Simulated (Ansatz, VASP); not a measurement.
# Cross-check of Ge (Germanium) between VASP and Ansatz

One calculation is typed for both programs; each brings its own data sets and cutoff. How far apart do they land?

Program: Ansatz 0.2.0. Level of theory: plane waves, with VASP 6.6.1 beside it; band structure at r2SCAN and single point at r2SCAN. Results are calculated unless marked as measured.

## (1) The starting structure

It takes space group Fd-3m (No. 227, cubic). The conventional cell has a = 5.658 Å, b = 5.658 Å, c = 5.658 Å, α = 90.00°, β = 90.00°, γ = 90.00°. Nearest to Ge lie 4 Ge at 2.45 Å.

As a file:

```cif
data_structure
_symmetry_space_group_name_H-M 'Fd-3m:1'
_symmetry_Int_Tables_number 227
_cell_length_a 5.6578
_cell_length_b 5.6578
_cell_length_c 5.6578
_cell_angle_alpha 90.000
_cell_angle_beta 90.000
_cell_angle_gamma 90.000
_cell_volume 181.11
loop_
_atom_site_label
_atom_site_type_symbol
_atom_site_symmetry_multiplicity
_atom_site_Wyckoff_symbol
_atom_site_fract_x
_atom_site_fract_y
_atom_site_fract_z
_atom_site_occupancy
Ge1 Ge 8 a 0.25000 0.25000 0.25000 1
```

## (2) Ansatz: band structure, r2SCAN

Ansatz runs on its default PAW (the set named soft_2) files.

The same path points are solved in both programs, so levels can be compared one by one.

input.yaml

```yaml
crystal:
  lattice:
    - [0.0, 2.82891, 2.82891]
    - [2.82891, 0.0, 2.82891]
    - [2.82891, 2.82891, 0.0]
  atoms:
    - { symbol: Ge, position: [0.75, 0.75, 0.75] }
    - { symbol: Ge, position: [0.5, 0.5, 0.5] }
hamiltonian:
  xc: r2scan
  pseudopotentials: { kind: paw }
kpoints:
  mp_grid: { grid: [6, 6, 6] }
  band_path:
    path:
      - [0.0, 0.0, 0.0]
      - [0.18182, 0.0, 0.18182]
      - [0.36364, 0.0, 0.36364]
      - [0.5, 0.0, 0.5]
      - [0.5, 0.09091, 0.59091]
      - [0.5, 0.18182, 0.68182]
      - [0.5, 0.25, 0.75]
      - [0.45455, 0.29545, 0.75]
      - [0.40909, 0.34091, 0.75]
      - [0.375, 0.375, 0.75]
      - [0.20455, 0.20455, 0.40909]
      - [0.06818, 0.06818, 0.13636]
      - [0.04545, 0.04545, 0.04545]
      - [0.22727, 0.22727, 0.22727]
      - [0.40909, 0.40909, 0.40909]
      - [0.51136, 0.47727, 0.51136]
      - [0.55682, 0.38636, 0.55682]
      - [0.60227, 0.29545, 0.60227]
      - [0.61364, 0.25, 0.63636]
      - [0.56818, 0.25, 0.68182]
      - [0.51136, 0.25, 0.73864]
      - [0.5, 0.29545, 0.70455]
      - [0.5, 0.38636, 0.61364]
      - [0.5, 0.47727, 0.52273]
      - [0.47727, 0.47727, 0.54545]
      - [0.43182, 0.43182, 0.63636]
      - [0.38636, 0.38636, 0.72727]
      - [0.60227, 0.20455, 0.60227]
      - [0.55682, 0.11364, 0.55682]
      - [0.5, 0.0, 0.5]
    npoints: 1
scf:
  occupations: { method: gaussian, width: 0.01 }
  n_extra_bands: 7
output:
  forces: true
  stress: true
  eigenvalues: true
```

Launch:

```console
$ ansatz run input.yaml --threads 2 --pin off --max-ram 4608MiB --backend cpu --events-out ev --progress --plain --runs-dir out
```

Numbers of over 12 decimals in the logs are rounded to 6 here.

Log:

```text
scf.n_extra_bands = 7 over 14 filled bands (N_el = 28.0): the run solves 21 bands
Engine: ansatz 0.2.0, x86_64-unknown-linux-gnu
Pseudopotentials: kind: paw
Pseudopotential: Ge, paw, valence charge 14, recommended cutoff 500 eV (meta_gga), Ge.paw.azcp
Functional definition: r2SCAN
  parameter k0 = 0.174
  parameter k1 = 0.065
  parameter a1 = 4.9479
  exchange = r2scan_x(k0 = k0, k1 = k1, a1 = a1)
  correlation = r2scan_c
Crystal: 2 atoms, lattice volume = 45.278 Å³
Basis set: ecut = 500 eV, 1139 PW (Γ), exchange–correlation on 120×120×120 points (64 copies of the dense FFT grid, shifted against one another)
Bands: 21, of which v1, the nominal top of the filled ones, is band 14 counted from 1 (13 counted from 0)
Symmetry: 48 space group operations
Space group: Fd-3m (ITA 227), of the structure as read, at distance tolerance 3.6e-5 Å
k-points: 16 of 216
Non-local potential: Ge, projectors of the file, l = 0: 2, l = 1: 2, l = 2: 3, l = 3: 1
PAW form: soft (Blöchl's): semilocal exchange-correlation on the pseudo side does not see the compensation charge
PAW frozen core: Ge, regenerated for the run's functional (the file was generated under x = pbe(κ = 0.804, μ = 0.219515), c = pbe(β = 0.066725))
PAW one-centre angular grid: Ge, 590 points (default); XC on 160 Gauss nodes
Initial density: superposition of atomic densities (neutral atoms: chi_scale 0, normalization atom), corrected by the library's trained network
Initial wavefunctions: pseudopotential atomic-orbital guess
Functional: x = r2scan, c = r2scan; τ floored in thin density (d = 2e-4 eV/Å³)
SCF iter   1: F=—  HF=-8605.763524 eV  |F-HF|=—  |Δ(HF+E_count)|=         —  Δρ=6.77e-3  dr2=6.46e-3  dr2_τ=4.72e-3  ethr=1.77e-3  ⟨swp⟩=6.2  Hψ=1591  notcnv=0
preconditioner: auto → none  [insulator: Δε(μ)=0.391 eV  Ē_g=27.105 eV  σ=0.010 eV  W_gap=1.00  n_scr=14 (ndim 8)  ℏωp=29.2 eV  f_vac=0.075  D(μ)=0.00/eV (n_scr^D=0)  ε∞_Penn≈2.2]
SCF iter   2: F=—  HF=-8605.774094 eV  |F-HF|=—  |Δ(HF+E_count)|=   1.06e-2  Δρ=1.63e-3  dr2=5.44e-4  dr2_τ=2.31e-5  ethr=2.31e-5  ⟨swp⟩=2.8  Hψ=807  notcnv=0  defer=39
SCF iter   3: F=—  HF=-8605.774133 eV  |F-HF|=—  |Δ(HF+E_count)|=   3.88e-5  Δρ=1.14e-3  dr2=1.77e-4  dr2_τ=2.28e-6  ethr=1.94e-6  ⟨swp⟩=2.0  Hψ=589  notcnv=0  defer=39
SCF iter   4: F=—  HF=-8605.774200 eV  |F-HF|=—  |Δ(HF+E_count)|=   6.69e-5  Δρ=6.37e-5  dr2=1.18e-6  dr2_τ=2.34e-8  ethr=6.33e-7  ⟨swp⟩=2.9  Hψ=433  notcnv=0  defer=39
SCF iter   5: F=—  HF=-8605.774198 eV  |F-HF|=—  |Δ(HF+E_count)|=   2.21e-6  Δρ=1.61e-5  dr2=7.08e-8  dr2_τ=4.29e-10  ethr=4.22e-9  ⟨swp⟩=2.0  Hψ=457  notcnv=0  defer=39
SCF iter   6: F=-8605.774198 eV  HF=-8605.774198 eV  |F-HF|=1.26e-9  |Δ(HF+E_count)|=   8.18e-9  Δρ=3.93e-6  dr2=4.42e-9  dr2_τ=6.33e-11  ethr=2.53e-10  ⟨swp⟩=6.8  Hψ=1485  notcnv=0
SCF 1 converged in 6 iterations: F = -8605.774198 eV  dr2 = 4.42e-9
  greatest PAW one-centre occupation: 0.998 electrons in one spin orbital (limit 2), on the Ge atom at site 1 (counted from 0), in its partial waves of l = 2
NSCF: frozen V_eff on 30 k-points
SCF converged after 6 iterations
Free energy (F): -8605.774198 eV
Harris-Foulkes:  -8605.774198 eV  (|F-HF|=1.26e-9)
Internal energy: -8605.774198 eV  (E = F + TS)
E sigma→0 (E₀):  -8605.774198 eV
Fermi energy:    8.608003 eV
--- Per-component energies (eV) ---
  E_band       = -317.438736
  E_kinetic    = 222.303840
  E_local      = -4944.555041  (includes V_loc(G=0)·N_el)
  E_nonlocal   = 840.305118
  E_hartree    = 2172.350012
  E_xc         = -138.295057
  E_vxc        = -135.928412  (∫ρ·V_xc dr)
  E_paw        = -4068.576870  (= ΣΔE_a)
  E_vpaw       = -651.884355  (= ΣTr[D̂ρ^β])
  E_aug_tail   = 0.000039  (compensation charges beyond the density's cutoff)
  E_vtau       = 7.617867  (kinetic-family band-sum trace: ∫τ·v_τ [+ j·A + Jᵃ·Aᵃ] dr)
  E_ewald      = -2687.134708
  E_core_change = -2.171532  (= ΣΔE_core)
  E_smearing   = -0.000000  (= −TS)
  E_closure    = -0.000000  (closes the sum)
  Σ components = -8605.774198   (vs F -8605.774198, Δ=0.00e0)
--- Forces (eV/Å), atoms counted from 1 ---
  atom   1  Ge    -0.00000000     0.00000000     0.00000000
  atom   2  Ge    -0.00000000     0.00000000     0.00000000
  max |Σ_I F_I| component: 4.86e-17 eV/Å
--- Stress (GPa, compression-positive) ---
        0.544257      -0.000000      -0.000000
       -0.000000       0.544257       0.000000
        0.000000      -0.000000       0.544257
  P = ⅓ Tr σ = 0.5443 GPa (5.443 kbar)
--- Band table (eV; the first three rows and the last of 16) ---
  k-point 0: bands = [... 10 lower, -4.9136, 8.3851, 8.3851, 8.3851, 8.8307, 11.1096, 11.1096, 11.1096, ... 3 higher]
  k-point 1: bands = [... 10 lower, -4.5603, 5.1930, 7.8365, 7.8365, 9.6329, 11.8390, 11.8390, 12.9177, ... 3 higher]
  k-point 2: bands = [... 10 lower, -3.5807, 2.1124, 7.1549, 7.1549, 9.0785, 12.4130, 12.4130, 15.9432, ... 3 higher]
  k-point 15: bands = [... 10 lower, -0.7483, -0.7483, 4.5063, 4.5063, 11.3717, 11.3717, 15.4128, 15.4128, ... 3 higher]
```

Run time: 1.6 s. Hardware: 2 threads of AMD EPYC 7B13 (Zen 3), shared host; peak memory 0.47 GiB; 2.9 s of CPU time.

In the SCF lines HF is the Harris–Foulkes energy and dr2 the Hartree energy of the density residual, in eV; the loop may stop once dr2 is under the threshold and the program's other checks hold. Hψ counts applications of the Hamiltonian.

## (3) VASP: band structure, r2SCAN

The same cell, functional, mesh and smearing now go to VASP, with its own data sets and cutoff.

Lines of VASP's logs that name or quote its potential files are left out, and so is its time.

INCAR

```
SYSTEM = Ge
PREC = Accurate
ENCUT = 400
EDIFF = 1E-08
NELM = 100
ISMEAR = 0
SIGMA = 0.01
LREAL = .FALSE.
ALGO = Normal
METAGGA = R2SCAN
LASPH = .TRUE.
NBANDS = 20
LORBIT = 11
LWAVE = .TRUE.
LCHARG = .FALSE.
KPAR = 8
```

POSCAR

```
Ge
1.0
    0.0000000000      2.8289100000      2.8289100000
    2.8289100000      0.0000000000      2.8289100000
    2.8289100000      2.8289100000      0.0000000000
Ge
2
Direct
    0.7500000000      0.7500000000      0.7500000000
    0.5000000000      0.5000000000      0.5000000000
```

KPOINTS

```
Automatic mesh
0
Gamma
6 6 6
0 0 0
```

KPOINTS_OPT

```
Line mode
12
Line-mode
Reciprocal
  0.00000000   0.00000000   0.00000000 GAMMA
  0.50000000   0.00000000   0.50000000 X

  0.50000000   0.00000000   0.50000000 X
  0.50000000   0.25000000   0.75000000 W

  0.50000000   0.25000000   0.75000000 W
  0.37500000   0.37500000   0.75000000 K

  0.37500000   0.37500000   0.75000000 K
  0.00000000   0.00000000   0.00000000 GAMMA

  0.00000000   0.00000000   0.00000000 GAMMA
  0.50000000   0.50000000   0.50000000 L

  0.50000000   0.50000000   0.50000000 L
  0.62500000   0.25000000   0.62500000 U

  0.62500000   0.25000000   0.62500000 U
  0.50000000   0.25000000   0.75000000 W

  0.50000000   0.25000000   0.75000000 W
  0.50000000   0.50000000   0.50000000 L

  0.50000000   0.50000000   0.50000000 L
  0.37500000   0.37500000   0.75000000 K

  0.62500000   0.25000000   0.62500000 U
  0.50000000   0.00000000   0.50000000 X
```

The projector-augmented-wave data sets are Ge_d_GW (PBE family, release 64).

Launch:

```console
$ mpirun -np 8 vasp_std
```

Log:

```text
[banner, memory and clock lines left out]
running    8 mpi-ranks, on    1 nodes
 distrk:  each k-point on    1 cores,    8 groups
 distr:  one band on    1 cores,    1 groups

 POSCAR found type information on POSCAR Ge
 POSCAR found :  1 types and       2 ions
|                                                                             |
|           W    W    AA    RRRRR   N    N  II  N    N   GGGG   !!!           |
|           W    W   A  A   R    R  NN   N  II  NN   N  G    G  !!!           |
|           W    W  A    A  R    R  N N  N  II  N N  N  G       !!!           |
|           W WW W  AAAAAA  RRRRR   N  N N  II  N  N N  G  GGG   !            |
|           WW  WW  A    A  R   R   N   NN  II  N   NN  G    G                |
|           W    W  A    A  R    R  N    N  II  N    N   GGGG   !!!           |
|                                                                             |
|     For optimal performance we recommend to set                             |
|       NCORE = 2 up to number-of-cores-per-socket                            |
|     NCORE specifies how many cores store one orbital (NPAR=cpu/NCORE).      |
|     This setting can greatly improve the performance of VASP for DFT.       |
|     The default, NCORE=1 might be grossly inefficient on modern             |
|     multi-core architectures or massively parallel machines. Do your        |
|     Unfortunately you need to use the default for GW and RPA                |
|     calculations (for HF NCORE is supported but not extensively tested      |
|     yet).                                                                   |
|                                                                             |

|                                                                             |
|               ----> ADVICE to this user running VASP <----                  |
|                                                                             |
|     You enforced a specific xc type in the INCAR file but a different       |
|     [... a line on the potential file left out ...]
|     I HOPE YOU KNOW WHAT YOU ARE DOING!                                     |
|                                                                             |

 LDA part: xc-table for (None), standard interpolation
 POSCAR, INCAR and KPOINTS ok, starting setup
 FFT: planning ... GRIDC
 FFT: planning ... GRID_SOFT
 FFT: planning ... GRID
 WAVECAR not read
 entering main loop
       N       E                     dE             d eps       ncg     rms          rms(c)
DAV:   1     0.210319708450E+03    0.21032E+03   -0.14245E+04   664   0.287E+03
DAV:   2     0.721188429246E+01   -0.20311E+03   -0.19909E+03   660   0.569E+02
DAV:   3    -0.285365965440E+02   -0.35748E+02   -0.35536E+02   736   0.175E+02
DAV:   4    -0.306502119283E+02   -0.21136E+01   -0.21129E+01   740   0.574E+01
DAV:   5    -0.307708354344E+02   -0.12062E+00   -0.12062E+00   860   0.137E+01    0.345E+00
DAV:   6    -0.277237589610E+02    0.30471E+01   -0.47177E-01   780   0.132E+01    0.199E+00
DAV:   7    -0.277139467101E+02    0.98123E-02   -0.16952E-01   856   0.744E+00    0.417E-01
DAV:   8    -0.277113333526E+02    0.26134E-02   -0.10354E-02   852   0.197E+00    0.141E-01
DAV:   9    -0.277113335638E+02   -0.21121E-06   -0.23963E-02   800   0.343E+00    0.999E-02
DAV:  10    -0.277104658323E+02    0.86773E-03   -0.29526E-03   860   0.118E+00    0.354E-02
DAV:  11    -0.277103998762E+02    0.65956E-04   -0.16684E-04   936   0.237E-01    0.210E-02
DAV:  12    -0.277103886438E+02    0.11232E-04   -0.78856E-06   944   0.475E-02    0.155E-02
DAV:  13    -0.277103663870E+02    0.22257E-04   -0.89946E-05   756   0.211E-01    0.209E-03
DAV:  14    -0.277103658445E+02    0.54251E-06   -0.18988E-06   716   0.168E-02    0.131E-03
DAV:  15    -0.277103661002E+02   -0.25573E-06   -0.46726E-08   840   0.276E-03    0.598E-04
DAV:  16    -0.277103662094E+02   -0.10918E-06   -0.11323E-07   764   0.741E-03    0.703E-04
DAV:  17    -0.277103660992E+02    0.11020E-06   -0.82112E-09   432   0.172E-03    0.116E-04
DAV:  18    -0.277103661202E+02   -0.21036E-07   -0.21011E-09   420   0.812E-04    0.537E-05
DAV:  19    -0.277103661405E+02   -0.20325E-07   -0.58787E-10   424   0.425E-04    0.296E-05
DAV:  20    -0.277103661512E+02   -0.10643E-07   -0.49739E-10   416   0.537E-04    0.103E-05
DAV:  21    -0.277103661528E+02   -0.15689E-08   -0.91411E-11   396   0.154E-04
   1 F= -.27710366E+02 E0= -.27710366E+02  d E =-.300512E-21
 Start KPOINTS_OPT (optional k-point list driver)
k-point batch [1-16\120]
       N       E                     dE             ncg
DAV:   1    -0.369957846977E+04   -0.12332E+05      644
DAV:   2    -0.697676178923E+04   -0.32772E+04      644
DAV:   3    -0.754565328056E+04   -0.56889E+03      756
DAV:   4    -0.757680033786E+04   -0.31147E+02      752
DAV:   5    -0.757843238104E+04   -0.16320E+01      828
DAV:   6    -0.757849596116E+04   -0.63580E-01      780
DAV:   7    -0.757849928612E+04   -0.33250E-02      868
DAV:   8    -0.757849943930E+04   -0.15318E-03      784
DAV:   9    -0.757849944756E+04   -0.82621E-05      744
DAV:  10    -0.757849944790E+04   -0.34272E-06      580
DAV:  11    -0.757849944793E+04   -0.25996E-07      528
DAV:  12    -0.757849944793E+04   -0.39199E-08      468
[...]
k-point batch [113-120\120]
       N       E                     dE             ncg
DAV:   1     0.537982371900E+04   -0.93471E+04      320
DAV:   2     0.376430625839E+04   -0.16155E+04      320
DAV:   3     0.349409444033E+04   -0.27021E+03      380
DAV:   4     0.347981856483E+04   -0.14276E+02      376
DAV:   5     0.347909710117E+04   -0.72146E+00      412
DAV:   6     0.347906654781E+04   -0.30553E-01      376
DAV:   7     0.347906467203E+04   -0.18758E-02      420
DAV:   8     0.347906455587E+04   -0.11616E-03      372
DAV:   9     0.347906454803E+04   -0.78334E-05      360
DAV:  10     0.347906454759E+04   -0.44476E-06      320
DAV:  11     0.347906454756E+04   -0.31152E-07      312
DAV:  12     0.347906454756E+04   -0.17708E-08      236
 writing wavefunctions
```

OUTCAR, selected parts (step 3):

```text
ion  position               nearest neighbor table
   1  0.750  0.750  0.750-   2 2.45   2 2.45   2 2.45   2 2.45
   2  0.500  0.500  0.500-   1 2.45   1 2.45   1 2.45   1 2.45

  LATTYP: Found a face centered cubic cell.
 ALAT       =     5.6578200000

 Subroutine GETGRP returns: Found 48 space group operations
 (whereof 24 operations were pure point group operations)

The static configuration has the point symmetry T_d .
 The point group associated with its full space group is O_h .

 Found     16 irreducible k-points:

   k-points           NKPTS =     16   k-points in BZ     NKDIM =     16   number of bands    NBANDS=     20

   dimension x,y,z NGX =    28 NGY =   28 NGZ =   28
   dimension x,y,z NGXF=    56 NGYF=   56 NGZF=   56

   ENCUT  =  400.0 eV  29.40 Ry    5.42 a.u.   6.52  6.52  6.52*2*pi/ulx,y,z

   NELECT =      28.0000    total number of electrons

 k-points in reciprocal lattice and weights: Automatic mesh
   0.00000000  0.00000000  0.00000000       0.005
   0.16666667  0.00000000  0.00000000       0.037
   0.33333333  0.00000000  0.00000000       0.037
   0.50000000  0.00000000  0.00000000       0.019
   0.16666667  0.16666667  0.00000000       0.028
   0.33333333  0.16666667  0.00000000       0.111
   0.50000000  0.16666667  0.00000000       0.111
  -0.33333333  0.16666667  0.00000000       0.111
  -0.16666667  0.16666667  0.00000000       0.056
[...]
-0.33333333  0.33333333  0.16666667       0.111
  -0.33333333  0.50000000  0.16666667       0.056

 average (electrostatic) potential at core
       1 -36.8949       2 -36.8949

 E-fermi :   2.8134

 k-point     1 :       0.0000    0.0000    0.0000
  band No.  band energies     occupation
    ...
     10     -22.4948      2.00000
     11     -10.5660      2.00000
     12       2.7499      2.00000
     13       2.7501      2.00000
     14       2.7501      2.00000
     15       3.1778      0.00000
     16       5.4632      0.00000
     17       5.4634      0.00000
     18       5.4634      0.00000
     19       9.8130      0.00000
    ...

 k-point     2 :       0.1667    0.0000    0.0000
  band No.  band energies     occupation
    ...
     10     -22.4827      2.00000
     11     -10.2128      2.00000
     12      -0.4524      2.00000
     13       2.1965      2.00000
     14       2.1967      2.00000
     15       3.9840      0.00000
     16       6.1978      0.00000
     17       6.1979      0.00000
     18       7.2776      0.00000
     19      11.1920      0.00000
    ...

 k-point     3 :       0.3333    0.0000    0.0000
  band No.  band energies     occupation
    ...
     10     -22.4735      2.00000
     11      -9.2328      2.00000
     12      -3.5380      2.00000
     13       1.5097      2.00000
     14       1.5099      2.00000
     15       3.4353      0.00000
     16       6.7788      0.00000
     17       6.7789      0.00000
     18      10.2894      0.00000
     19      11.2302      0.00000
    ...

  Total        0.0667577      0.0667577      0.0667577     -0.0000000     -0.0000000     -0.0000000
  in kB        2.3622427      2.3622427      2.3622427     -0.0000000     -0.0000000     -0.0000000
  external PRESSURE =       2.3622427 kB  Pullay stress =       0.0000000 kB

  energy-cutoff  :      400.00
  volume of cell :       45.28
      direct lattice vectors                 reciprocal lattice vectors
     0.000000000  2.828910000  2.828910000    -0.176746521  0.176746521  0.176746521
     2.828910000  0.000000000  2.828910000     0.176746521 -0.176746521  0.176746521
     2.828910000  2.828910000  0.000000000     0.176746521  0.176746521 -0.176746521

 POSITION                                       TOTAL-FORCE (eV/Angst)
 -----------------------------------------------------------------------------------
      4.24336      4.24336      4.24336        -0.000000      0.000000      0.000000
      2.82891      2.82891      2.82891         0.000000     -0.000000     -0.000000
 -----------------------------------------------------------------------------------
    total drift:                                0.000000      0.000000      0.000000

  FREE ENERGIE OF THE ION-ELECTRON SYSTEM (eV)
  ---------------------------------------------------
  free  energy   TOTEN  =       -27.7103661528 eV

  energy  without entropy=      -27.7103661528  energy(sigma->0) =      -27.71036615

 total charge
# of ion       s       p       d       tot
------------------------------------------
    1        1.060   1.243   9.972  12.275
    2        1.060   1.243   9.972  12.275
--------------------------------------------------
tot          2.120   2.486  19.945  24.550

[... 3 further parts left out ...]
```

The run ends at a pressure of 0.24 GPa.

[end of part 1 of 2]

[Lines on the potential files, build, host, timing and source positions are cut from VASP's logs without a mark.]

[Logs are printed without paths, hosts, clocks, repeated set-up lines and the standing remarks that a program may print on its own settings, such as how far it seeks lower states.]

[Hosts, paths, dates, database ids (printed as entryN), source tags and the programs' standing remarks are cut or masked in the printed files.]
